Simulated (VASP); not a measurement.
Data:

```
NiPt3
1.0
    3.85504     0.00000     0.00000
    0.00000     3.85504     0.00000
    0.00000     0.00000     3.85504
Ni Pt
1 3
Cartesian
  0.00000   0.00000   0.00000
  0.00000   1.92752   1.92752
  1.92752   0.00000   1.92752
  1.92752   1.92752   0.00000
```

Method: PBE GGA, VASP's PBE PAW potentials (set 64) (plane waves; VASP). Settings: 400 eV cut-off, 6×6×6 Γ-centred mesh, first-order Methfessel-Paxton smearing of 0.10 eV, potentials Ni Pt.

The run has a spin-polarised start.

Q: Give the stress tensor in GPa (positive for a compressed cell).

A: 
```
3.54  0.00  0.00
0.00  3.54  0.00
0.00  0.00  3.54
```
The pressure is its mean diagonal, 3.54 GPa.

The structure comes from a computed database's NiPt3 entry (Pm-3m); how it stands against other phases isn't given here. The cell was not relaxed at this level.
